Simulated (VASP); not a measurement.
Level of theory: PBE GGA, VASP's PBE PAW potentials (set 64) (plane waves; VASP 6.6.1).

A VASP calculation is set up with these files.

**POSCAR**
```
C63S
1
    7.1465551590    -0.0000000000    -0.0000000000
   -0.0000000000     7.1465551590     0.0000000000
    0.0000000000     0.0000000000     7.1465551590
C S
63 1
Direct
  0.5000000000   0.0000000000   0.0000000000
  0.6250000000   0.1250000000   0.1250000000
  0.7500000000   0.2500000000   0.0000000000
  0.8750000000   0.3750000000   0.1250000000
  0.7500000000   0.0000000000   0.2500000000
  0.8750000000   0.1250000000   0.3750000000
  0.0000000000   0.0000000000   0.0000000000
  0.1250000000   0.1250000000   0.1250000000
  0.2500000000   0.2500000000   0.0000000000
  0.3779220000   0.3813560000   0.1264290000
  0.5000000000   0.5000000000   0.0000000000
  0.6221630000   0.6256250000   0.1314910000
  0.7500000000   0.7500000000   0.0000000000
  0.8750000000   0.8750000000   0.1250000000
  0.2500000000   0.0000000000   0.2500000000
  0.3722660000   0.1199380000   0.3816600000
  0.4931090000   0.2555290000   0.2479560000
  0.6309860000   0.3736050000   0.3745580000
  0.7492630000   0.5057250000   0.2519950000
  0.8713530000   0.6274720000   0.3740070000
  0.5000000000   0.0000000000   0.5000000000
  0.6295120000   0.1269340000   0.6319690000
  0.7503770000   0.2464250000   0.4933900000
  0.8776730000   0.3721460000   0.6287850000
  0.7500000000   0.0000000000   0.7500000000
  0.8750000000   0.1250000000   0.8750000000
  0.0000000000   0.5000000000   0.0000000000
  0.1250000000   0.6250000000   0.1250000000
  0.2500000000   0.7500000000   0.0000000000
  0.3750000000   0.8750000000   0.1250000000
  0.0000000000   0.2500000000   0.2500000000
  0.1212510000   0.3791190000   0.3726260000
  0.2433690000   0.5065190000   0.2562790000
  0.3802810000   0.6278250000   0.3704390000
  0.5042690000   0.7484150000   0.2529620000
  0.6220480000   0.8693390000   0.3773430000
  0.0000000000   0.0000000000   0.5000000000
  0.1250000000   0.1250000000   0.6250000000
  0.2495390000   0.2448110000   0.5005920000
  0.3705330000   0.3737420000   0.6271410000
  0.6186640000   0.6244080000   0.6195910000
  0.7523380000   0.7452300000   0.5037010000
  0.8750000000   0.8750000000   0.6250000000
  0.2500000000   0.0000000000   0.7500000000
  0.3750000000   0.1250000000   0.8750000000
  0.5019090000   0.2463970000   0.7538920000
  0.6189840000   0.3787420000   0.8740960000
  0.7565560000   0.5038140000   0.7477110000
  0.8750000000   0.6250000000   0.8750000000
  0.0000000000   0.7500000000   0.2500000000
  0.1250000000   0.8750000000   0.3750000000
  0.0000000000   0.5000000000   0.5000000000
  0.1307270000   0.6186550000   0.6258810000
  0.2560990000   0.7446800000   0.4998990000
  0.3782160000   0.8804740000   0.6181030000
  0.0000000000   0.2500000000   0.7500000000
  0.1250000000   0.3750000000   0.8750000000
  0.2474290000   0.5018490000   0.7459890000
  0.3752290000   0.6266760000   0.8710870000
  0.4985890000   0.7533980000   0.7478150000
  0.6250000000   0.8750000000   0.8750000000
  0.0000000000   0.7500000000   0.7500000000
  0.1250000000   0.8750000000   0.8750000000
  0.4941840000   0.5012280000   0.5031820000
```

**INCAR**
```
SYSTEM  =  C63S
PREC  =  Normal; ENCUT  =  400; LREAL  =  Auto
LASPH  =  .True.; ISYM  =  0; NELECT  =  260.0
EDIFF  =  1E-5; NELM  =  100; NELMIN  =  4
ALGO  =  Fast
ISMEAR  =  0; SIGMA  =  0.05
GGA  =  PE
IBRION  =  2; NSW  =  60; ISIF  =  2
EDIFFG  =  -0.03
LWAVE  =  .False.; LCHARG  =  .False.
```

KPOINTS:
```
Regular mesh
0
G
1 1 1
```

POTCAR, in this order: C S (PBE.64 set). Program: vasp_gam.

Output

### OSZICAR
```
...
RMM:   2    -0.534292738922E+03   -0.26189E-03   -0.70844E-03   326   0.210E-01    0.114E-01
RMM:   3    -0.534292818503E+03   -0.79581E-04   -0.16490E-03   331   0.778E-02    0.790E-02
RMM:   4    -0.534292820819E+03   -0.23161E-05   -0.21899E-04   327   0.307E-02    0.306E-02
RMM:   5    -0.534292824471E+03   -0.36514E-05   -0.46910E-05   228   0.122E-02
  28 F= -.53429282E+03 E0= -.53429282E+03  d E =-.265301E-02
       N       E                     dE             d eps       ncg     rms          rms(c)
DAV:   1    -0.534294576740E+03   -0.17559E-02   -0.30506E-01   340   0.135E+00    0.200E-01
RMM:   2    -0.534294716593E+03   -0.13985E-03   -0.52653E-03   326   0.181E-01    0.104E-01
RMM:   3    -0.534294766985E+03   -0.50392E-04   -0.12224E-03   332   0.676E-02    0.760E-02
RMM:   4    -0.534294767105E+03   -0.12070E-06   -0.15981E-04   317   0.266E-02    0.198E-02
RMM:   5    -0.534294769815E+03   -0.27101E-05   -0.33755E-05   219   0.107E-02
  29 F= -.53429477E+03 E0= -.53429477E+03  d E =-.194534E-02
       N       E                     dE             d eps       ncg     rms          rms(c)
DAV:   1    -0.534295253112E+03   -0.48601E-03   -0.11591E+00   334   0.264E+00    0.406E-01
RMM:   2    -0.534295869966E+03   -0.61685E-03   -0.20036E-02   326   0.353E-01    0.222E-01
RMM:   3    -0.534296062757E+03   -0.19279E-03   -0.46582E-03   332   0.132E-01    0.150E-01
RMM:   4    -0.534296064050E+03   -0.12931E-05   -0.60218E-04   331   0.516E-02    0.415E-02
RMM:   5    -0.534296074830E+03   -0.10780E-04   -0.13076E-04   284   0.207E-02    0.301E-02
RMM:   6    -0.534296076326E+03   -0.14962E-05   -0.18356E-05   207   0.925E-03
  30 F= -.53429608E+03 E0= -.53429608E+03  d E =-.325186E-02
       N       E                     dE             d eps       ncg     rms          rms(c)
DAV:   1    -0.534297446237E+03   -0.13714E-02   -0.20611E-01   356   0.111E+00    0.159E-01
RMM:   2    -0.534297546202E+03   -0.99965E-04   -0.33610E-03   326   0.143E-01    0.956E-02
RMM:   3    -0.534297585489E+03   -0.39287E-04   -0.82159E-04   332   0.536E-02    0.712E-02
RMM:   4    -0.534297585043E+03    0.44591E-06   -0.10553E-04   291   0.215E-02    0.122E-02
RMM:   5    -0.534297586467E+03   -0.14237E-05   -0.21779E-05   207   0.868E-03
  31 F= -.53429759E+03 E0= -.53429759E+03  d E =-.151014E-02
       N       E                     dE             d eps       ncg     rms          rms(c)
DAV:   1    -0.534297956209E+03   -0.37117E-03   -0.18543E+00   334   0.332E+00    0.518E-01
RMM:   2    -0.534298988352E+03   -0.10321E-02   -0.30584E-02   326   0.431E-01    0.313E-01
RMM:   3    -0.534299334155E+03   -0.34580E-03   -0.74703E-03   332   0.163E-01    0.210E-01
RMM:   4    -0.534299335250E+03   -0.10946E-05   -0.94346E-04   331   0.644E-02    0.446E-02
RMM:   5    -0.534299350450E+03   -0.15200E-04   -0.20004E-04   319   0.258E-02    0.355E-02
RMM:   6    -0.534299353074E+03   -0.26238E-05   -0.30134E-05   218   0.111E-02
  32 F= -.53429935E+03 E0= -.53429935E+03  d E =-.327675E-02
       N       E                     dE             d eps       ncg     rms          rms(c)
DAV:   1    -0.534301249446E+03   -0.18990E-02   -0.16137E-01   364   0.106E+00    0.953E-02
RMM:   2    -0.534301353865E+03   -0.10442E-03   -0.24269E-03   326   0.128E-01    0.567E-02
RMM:   3    -0.534301382614E+03   -0.28749E-04   -0.58371E-04   332   0.479E-02    0.498E-02
RMM:   4    -0.534301381824E+03    0.79037E-06   -0.75343E-05   270   0.187E-02
  33 F= -.53430138E+03 E0= -.53430138E+03  d E =-.202875E-02
       N       E                     dE             d eps       ncg     rms          rms(c)
DAV:   1    -0.534302336048E+03   -0.95343E-03   -0.43256E-01   332   0.174E+00    0.155E-01
RMM:   2    -0.534302615358E+03   -0.27931E-03   -0.65462E-03   326   0.210E-01    0.981E-02
RMM:   3    -0.534302694504E+03   -0.79145E-04   -0.15792E-03   332   0.787E-02    0.855E-02
RMM:   4    -0.534302690861E+03    0.36430E-05   -0.19579E-04   331   0.310E-02    0.267E-02
RMM:   5    -0.534302694139E+03   -0.32781E-05   -0.51167E-05   232   0.135E-02
  34 F= -.53430269E+03 E0= -.53430269E+03  d E =-.334106E-02
       N       E                     dE             d eps       ncg     rms          rms(c)
DAV:   1    -0.534303938001E+03   -0.12471E-02   -0.11222E-01   348   0.930E-01    0.878E-02
RMM:   2    -0.534304037024E+03   -0.99023E-04   -0.17094E-03   326   0.112E-01    0.502E-02
RMM:   3    -0.534304055807E+03   -0.18784E-04   -0.38989E-04   331   0.426E-02    0.268E-02
RMM:   4    -0.534304058291E+03   -0.24832E-05   -0.57222E-05   253   0.166E-02
  35 F= -.53430406E+03 E0= -.53430406E+03  d E =-.136415E-02
       N       E                     dE             d eps       ncg     rms          rms(c)
DAV:   1    -0.534304348924E+03   -0.29312E-03   -0.75849E-02   332   0.765E-01    0.695E-02
RMM:   2    -0.534304415121E+03   -0.66197E-04   -0.11681E-03   326   0.925E-02    0.406E-02
RMM:   3    -0.534304427885E+03   -0.12764E-04   -0.27166E-04   331   0.353E-02    0.220E-02
RMM:   4    -0.534304429579E+03   -0.16940E-05   -0.39224E-05   233   0.138E-02
  36 F= -.53430443E+03 E0= -.53430443E+03  d E =-.173544E-02
       N       E                     dE             d eps       ncg     rms          rms(c)
DAV:   1    -0.534305077468E+03   -0.64958E-03   -0.83800E-02   332   0.798E-01    0.831E-02
RMM:   2    -0.534305149237E+03   -0.71769E-04   -0.12755E-03   326   0.950E-02    0.440E-02
RMM:   3    -0.534305167256E+03   -0.18020E-04   -0.30629E-04   331   0.360E-02    0.300E-02
RMM:   4    -0.534305168163E+03   -0.90656E-06   -0.43054E-05   233   0.143E-02
  37 F= -.53430517E+03 E0= -.53430517E+03  d E =-.738584E-03
       N       E                     dE             d eps       ncg     rms          rms(c)
DAV:   1    -0.534305259878E+03   -0.92622E-04   -0.25822E-02   356   0.443E-01    0.451E-02
RMM:   2    -0.534305282360E+03   -0.22482E-04   -0.40436E-04   326   0.534E-02    0.244E-02
RMM:   3    -0.534305288456E+03   -0.60953E-05   -0.10024E-04   273   0.202E-02    0.174E-02
RMM:   4    -0.534305288607E+03   -0.15169E-06   -0.12750E-05   201   0.793E-03
  38 F= -.53430529E+03 E0= -.53430529E+03  d E =-.859028E-03
       N       E                     dE             d eps       ncg     rms          rms(c)
DAV:   1    -0.534305570687E+03   -0.28223E-03   -0.50999E-02   340   0.605E-01    0.816E-02
RMM:   2    -0.534305604732E+03   -0.34044E-04   -0.79282E-04   326   0.745E-02    0.294E-02
RMM:   3    -0.534305611663E+03   -0.69312E-05   -0.18034E-04   326   0.279E-02    0.232E-02
RMM:   4    -0.534305612342E+03   -0.67859E-06   -0.23551E-05   208   0.105E-02
  39 F= -.53430561E+03 E0= -.53430561E+03  d E =-.323734E-03
       N       E                     dE             d eps       ncg     rms          rms(c)
DAV:   1    -0.534305625223E+03   -0.13560E-04   -0.33665E-03   372   0.155E-01    0.207E-02
RMM:   2    -0.534305627542E+03   -0.23183E-05   -0.53793E-05   257   0.193E-02    0.796E-03
RMM:   3    -0.534305628163E+03   -0.62162E-06   -0.12725E-05   198   0.720E-03    0.649E-03
RMM:   4    -0.534305628236E+03   -0.72665E-07   -0.16311E-06   159   0.271E-03
  40 F= -.53430563E+03 E0= -.53430563E+03  d E =-.339629E-03
       N       E                     dE             d eps       ncg     rms          rms(c)
DAV:   1    -0.534305775943E+03   -0.14778E-03   -0.29879E-02   340   0.454E-01    0.654E-02
RMM:   2    -0.534305788317E+03   -0.12374E-04   -0.47609E-04   326   0.574E-02    0.234E-02
RMM:   3    -0.534305791327E+03   -0.30102E-05   -0.95719E-05   289   0.215E-02    0.209E-02
RMM:   4    -0.534305791856E+03   -0.52838E-06   -0.12873E-05   204   0.787E-03
  41 F= -.53430579E+03 E0= -.53430579E+03  d E =-.163620E-03
```

### OUTCAR
```
------------------------ aborting loop because EDIFF is reached ----------------------------------------
  FORCE on cell =-STRESS in cart. coord.  units (eV):
  Direction    XX          YY          ZZ          XY          YZ          ZX
  --------------------------------------------------------------------------------------
  Total       53.1962298     53.3511771     61.0377851     -6.6687589     -4.5168952      4.2656726
  in kB      233.5076891    234.1878385    267.9286142    -29.2728728    -19.8271526     18.7243975
  external PRESSURE =     245.2080473 kB  Pullay stress =       0.0000000 kB
  volume of cell :      365.00
      direct lattice vectors                 reciprocal lattice vectors
     7.146555159  0.000000000  0.000000000     0.139927556  0.000000000  0.000000000
     0.000000000  7.146555159  0.000000000     0.000000000  0.139927556  0.000000000
     0.000000000  0.000000000  7.146555159     0.000000000  0.000000000  0.139927556
 POSITION                                       TOTAL-FORCE (eV/Angst)
 -----------------------------------------------------------------------------------
      3.57747      0.00942      7.13463         0.000971      0.003070      0.003134
      4.46150      0.88547      0.88872         0.002275     -0.006687     -0.005949
      5.36518      1.78209      0.01368        -0.004402      0.001610     -0.011408
      6.26194      2.68584      0.88874         0.004755     -0.002057     -0.005913
      5.35885      7.13742      1.79503         0.000370     -0.001501     -0.001001
      6.26561      0.88172      2.69382         0.000105     -0.002164      0.003135
      0.00278      7.14448      0.00073        -0.002407      0.001814      0.000965
      0.90274      0.90230      0.90100        -0.002612     -0.003602     -0.001857
      1.79082      1.79013      0.01703         0.003084      0.000872     -0.003323
      2.68570      2.68745      0.89915        -0.001456     -0.004735     -0.001970
      3.57488      3.57239      0.01061         0.001952      0.001153     -0.001174
      4.46013      4.46184      0.89880         0.000084     -0.005013     -0.001220
      5.35704      5.35631      0.01643        -0.000863      0.000863      0.003067
      6.24503      6.24461      0.90070         0.004640      0.001296      0.001693
      1.78606      0.01092      1.78775         0.004582     -0.005554     -0.000799
      2.68738      0.90191      2.68763        -0.002405      0.000030      0.001010
      3.60061      1.77144      1.77286        -0.001056     -0.002040     -0.002832
      4.62261      2.52494      2.54422        -0.004896      0.000762      0.000867
      5.37600      3.54678      1.77281         0.001500     -0.000700     -0.003797
      6.24544      4.45999      2.68742         0.000866     -0.001055      0.001551
      3.57816      7.14574      3.58075         0.001552     -0.000414     -0.001827
      4.46039      0.88277      4.47256        -0.006402      0.000634     -0.006161
      5.37860      1.76871      3.54960        -0.002860      0.003603     -0.001586
      6.26420      2.68666      4.47237        -0.000447      0.004834     -0.003501
      5.35868      7.14338      5.36786        -0.003697      0.003856     -0.001129
      6.25564      0.89133      6.25536         0.004934     -0.002592      0.003300
      7.13753      3.56977      7.13462         0.002420     -0.002520      0.002159
      0.87674      4.46625      0.87323         0.003920     -0.000838      0.006040
      1.78416      5.36307      7.14450        -0.000275     -0.001014      0.005585
      2.68123      6.27066      0.87321        -0.000604     -0.006771      0.005500
      0.01019      1.78855      1.79515        -0.002166     -0.002018      0.001408
      0.90435      2.68248      2.68988        -0.002277     -0.000003      0.002726
      1.75762      3.60708      1.73578         0.009266     -0.001544      0.005278
      2.45207      4.69616      2.41765         0.000888     -0.010884      0.011947
      3.54061      5.38998      1.73567         0.005337     -0.003657      0.001873
      4.46489      6.24324      2.68951        -0.000816      0.001829      0.003850
      7.14411      0.00269      3.57654        -0.000112      0.004658      0.000877
      0.88888      0.87787      4.46148        -0.001974     -0.000120      0.000752
      1.77424      1.75782      3.57154        -0.000098      0.000825     -0.003805
      2.62936      2.58994      4.59349        -0.000479      0.011269     -0.021446
      4.55557      4.51709      4.59196         0.002187      0.009804     -0.001964
      5.38886      5.37269      3.57096        -0.000275      0.003473     -0.006175
      6.26874      6.25779      4.46119         0.001710      0.001576      0.004144
      1.79388      7.13843      5.35950        -0.000354      0.005695      0.000329
      2.69144      0.87546      6.26849        -0.001433      0.000730      0.004274
      3.57641      1.74541      5.39627        -0.000862      0.001565     -0.002963
      4.47084      2.67612      6.26375        -0.002855      0.004302     -0.004943
      5.40096      3.57047      5.39561        -0.001732      0.002107     -0.004183
      6.27125      4.45565      6.26805        -0.000948     -0.000458      0.003127
      7.13664      5.36133      1.78760         0.000521     -0.002922     -0.000323
      0.87008      6.27731      2.67698         0.001047     -0.006114      0.007330
      0.00142      3.56896      3.58086        -0.000470      0.001718     -0.003863
      0.90157      4.45229      4.46089        -0.004794     -0.001477      0.002419
      1.75822      5.38920      3.52644         0.000114      0.000923      0.007032
      2.69469      6.24555      4.46066        -0.002450      0.005838      0.007751
      0.00348      1.78826      5.36805        -0.002900      0.002930     -0.005208
      0.87156      2.68134      6.27796         0.000182      0.001572      0.001892
      1.77455      3.56420      5.38554         0.000720      0.005402     -0.000770
      2.68700      4.45998      6.24613        -0.000857     -0.001344      0.000674
      3.58229      5.37210      5.38504        -0.001354      0.003687     -0.000938
      4.46559      6.27533      6.27767        -0.000301     -0.003146     -0.001879
      0.00840      5.35299      5.35932        -0.003518      0.003197      0.002907
      0.89661      6.25038      6.24442        -0.002227      0.002303      0.005760
      3.46685      3.67840      3.70287         0.009653     -0.016860     -0.000449
 -----------------------------------------------------------------------------------
    total drift:                                0.034539     -0.021204      0.010559
  FREE ENERGIE OF THE ION-ELECTRON SYSTEM (eV)
  ---------------------------------------------------
  free  energy   TOTEN  =      -534.3057918556 eV

  energy  without entropy=     -534.3057918556  energy(sigma->0) =     -534.30579186

 reached required accuracy - stopping structural energy minimisation
```
(Selected blocks of OUTCAR.)

### CONTCAR
```
C63S
   1.00000000000000
     7.1465551590000000    0.0000000000000000    0.0000000000000000
     0.0000000000000000    7.1465551590000000    0.0000000000000000
     0.0000000000000000    0.0000000000000000    7.1465551590000000
  C               S
    63     1
Direct
     0.5005864933645439    0.0013175555738175    0.9983311544874761
     0.6242863152379964    0.1239022737092591    0.1243565993179765
     0.7507366197090110    0.2493635865473038    0.0019147551710329
     0.8762183198144644    0.3758232799672113    0.1243587755835519
     0.7498509451403217    0.9987217028061440    0.2511743375568322
     0.8767321254962868    0.1233764054881043    0.3769402272008159
     0.0003891527004039    0.9997091449281391    0.0001027353683358
     0.1263186789131050    0.1262567301345245    0.1260750699050151
     0.2505844441939927    0.2504884845528228    0.0023834138284949
     0.3758031007100756    0.3760483265869076    0.1258164236783834
     0.5002245319836043    0.4998755004020082    0.0014847624662089
     0.6240947850224468    0.6243345470517280    0.1257665718392849
     0.7495973446367727    0.7494951978758784    0.0022988516481970
     0.8738520542570548    0.8737928566690013    0.1260324386357479
     0.2499186075601580    0.0015278946736637    0.2501548536038247
     0.3760384918624481    0.1262016797744352    0.3760736658070256
     0.5038243151108244    0.2478738474121373    0.2480721047885082
     0.6468304394711424    0.3533085182352314    0.3560066595437206
     0.7522507171540803    0.4962925515387573    0.2480645019130632
     0.8739088669543722    0.6240758902224360    0.3760445181954551
     0.5006830052837307    0.9998864817319816    0.5010455282712759
     0.6241316296824240    0.1235239588283386    0.6258343740781676
     0.7526148496329507    0.2474906037156233    0.4966869202849257
     0.8765337790625117    0.3759374228685331    0.6258077649899416
     0.7498267127670443    0.9995562574589286    0.7511112708876549
     0.8753364848014084    0.1247222906611969    0.8752966589516357
     0.9987375443675295    0.4995088956347272    0.9983303003052687
     0.1226794471649977    0.6249513711755519    0.1221883938674063
     0.2496533109660575    0.7504417456209042    0.9997127663147949
     0.3751782182808476    0.8774382262459348    0.1221862493729488
     0.0014251860973241    0.2502679346760251    0.2511902885892955
     0.1265435132072402    0.3753528124281594    0.3763888248887003
     0.2459389821555759    0.5047303286066996    0.2428836740937736
     0.3431121685055661    0.6571217265588820    0.3382953546668190
     0.4954288163775525    0.7542071479464888    0.2428679802265177
     0.6247612758798393    0.8736014606858395    0.3763360545215490
     0.9996583118159097    0.0003770481746032    0.5004565226030613
     0.1243786762826026    0.1228375737985213    0.6242845455669326
     0.2482646479273264    0.2459668447398720    0.4997568306844165
     0.3679193469866140    0.3624044587144177    0.6427563317923847
     0.6374500505947691    0.6320648561869002    0.6425421970611249
     0.7540494189678083    0.7517867633206057    0.4996762513479056
     0.8771694852196660    0.8756376701961113    0.6242434869924065
     0.2510134311171517    0.9988635916811662    0.7499416022667291
     0.3766070184592742    0.1225003659991631    0.8771341264331453
     0.5004381924998236    0.2442308135845729    0.7550864084795886
     0.6255933783462084    0.3744630870991253    0.8764712531508332
     0.7557430990247486    0.4996075607327977    0.7549944286922928
     0.8775213519414623    0.6234677807228834    0.8770733191093997
     0.9986128461985889    0.7501973426541647    0.2501338422383326
     0.1217487767234845    0.8783683690812235    0.3745835215749550
     0.0001985978240701    0.4993963396952399    0.5010604703797426
     0.1261549134932128    0.6229982363067245    0.6242012473999746
     0.2460232729718900    0.7540971529156588    0.4934461711016861
     0.3770607497548026    0.8739246873847131    0.6241693694863378
     0.0004868092154870    0.2502274575926487    0.7511387334712917
     0.1219550961261159    0.3751929779650837    0.8784596061770031
     0.2483081473994093    0.4987291900509020    0.7535854844767313
     0.3759859884137784    0.6240740352125161    0.8740062484556286
     0.5012612754287182    0.7517047008582213    0.7535153045024136
     0.6248590967529675    0.8780917229264730    0.8784196485393571
     0.0011757096337497    0.7490311751188081    0.7499171055539703
     0.1254608961589768    0.8746006693301637    0.8737662392825540
     0.4851081411956722    0.5147088889633840    0.5181338783301718
```

At this cut-off the stress carries a Pulay error, which pulls relaxed volumes low. The cell is charged, with a uniform compensating background. The supercell is sampled at Γ alone, which is coarse: total energies, pressure and levels can be off, energies of defects by several tenths of an eV.

The cell is a supercell with a defect, built from C (diamond): S_C, charge -2. The run is not spin-polarised, so no state with unpaired spins was tried.
